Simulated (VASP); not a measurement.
An input for Ansatz (written as the equivalent of a VASP run, and not itself run):

Ansatz 0.2 input:
```yaml
crystal:
  lattice:
    - [3.8190374, 0.0000000, 0.0000000]
    - [-1.9095187, 3.3073834, 0.0000000]
    - [0.0000000, 0.0000000, 6.7110912]
  atoms:
    - { symbol: Ti, position: [0.0000000, 0.0000000, 0.0000000] }
    - { symbol: Te, position: [0.6666670, 0.3333330, 0.7489335] }
    - { symbol: Te, position: [0.3333330, 0.6666670, 0.2510665] }
kpoints:
  mp_grid: { grid: [8, 8, 4] }
hamiltonian:
  xc: r2scan
  pseudopotentials: { kind: paw }
scf:
  occupations: { method: methfessel_paxton, width: 0.1 }
  max_iter: 100
relax:
  max_steps: 60
  f_tol: 0.02
  cell: {}
output: { forces: true, stress: true, eigenvalues: true }
```

Problem. Write the VASP files for the same calculation (r2SCAN).

Solution. One answer among several that fit: 
### POSCAR
```
TiTe2
1
    3.8190373871    -0.0000000000     0.0000000000
   -1.9095186935     3.3073833860    -0.0000000000
    0.0000000000     0.0000000000     6.7110912475
Ti Te
1 2
Direct
  0.0000000000   0.0000000000   0.0000000000
  0.6666670000   0.3333330000   0.7489334641
  0.3333330000   0.6666670000   0.2510665359
```

INCAR:
```
SYSTEM  =  TiTe2
PREC  =  Accurate; ENCUT  =  400; LREAL  =  .FALSE.
LASPH  =  .TRUE.
EDIFF  =  1E-6; NELM  =  100; ALGO  =  Normal
LMAXMIX  =  4; LMIXTAU  =  .TRUE.
ISMEAR  =  1; SIGMA  =  0.1
METAGGA  =  R2SCAN
IBRION  =  2; NSW  =  60; ISIF  =  3
EDIFFG  =  -0.02
LWAVE  =  .FALSE.; LCHARG  =  .FALSE.
```

KPOINTS:
```
Regular mesh
0
G
8 8 4
```

POTCAR, in this order: Ti_sv Te (PBE.64 set). Program: vasp_std.

The two are equivalent in intent, not identical: each code has its own PAW files, so the cut-off isn't converted (ENCUT is set for VASP's; basis.ecutwfc is left out, and Ansatz then takes the one that its files recommend); Ansatz stops its SCF on the density residual and VASP on the energy change (EDIFF).

The structure comes from a computed database's TiTe2 entry (P-3m1); how it stands against other phases isn't given here. This run relaxes it. Symmetry was kept, so distortions that lower it aren't found. The start is the result of an earlier pass.
